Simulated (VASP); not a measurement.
Input:

```
CELL_PARAMETERS angstrom
      0.00000     3.16852     3.16852
      3.16852     0.00000     3.16852
      3.16852     3.16852     0.00000
ATOMIC_POSITIONS crystal
  Te 0.50000 0.50000 0.50000
  Pb 0.00000 0.00000 0.00000
```

All values below come from PBE GGA with D4 dispersion, VASP's PBE PAW potentials (set 64) (plane waves; VASP). Run with 520 eV cut-off, 7×7×7 Γ-centred mesh, Gaussian smearing of 0.050 eV, potentials Te Pb_d.

Q: Give the stress tensor in GPa (positive for a compressed cell).

A: 
```
3.05  0.00  0.00
0.00  3.05  0.00
0.00  0.00  3.05
```
The pressure is its mean diagonal, 3.05 GPa.

The compound is PbTe in the rock salt structure. This cell is one point of a volume scan, at 0.94 of the reference volume.
